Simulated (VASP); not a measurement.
Given:

```yaml
crystal:
  lattice:
    - [1.55940, -2.70096, 0.00000]
    - [1.55940, 2.70096, 0.00000]
    - [0.00000, 0.00000, 5.07650]
  atoms:
    - { symbol: Ga, position: [0.66667, 0.33333, 0.50003] }
    - { symbol: Ga, position: [0.33333, 0.66667, 0.00003] }
    - { symbol: N, position: [0.66667, 0.33333, 0.87697] }
    - { symbol: N, position: [0.33333, 0.66667, 0.37697] }
```

Calculation: PBEsol GGA, VASP's PBE PAW potentials (set 64) (plane waves; VASP). Settings: 600 eV cut-off, 8×8×4 Γ-centred mesh, Gaussian smearing of 0.050 eV, potentials Ga_d N.

Q: Estimate the energy per atom (σ→0), pressure.

A: 
```
Quantity                        Value
---------------------  --------------
energy per atom (σ→0)  -6542 meV/atom
pressure                   128.7 kbar
```

Total energies compare only between runs with the same potentials, cut-off and functional.

The compound is GaN in the wurtzite structure. This cell was strained or had an atom moved on purpose.
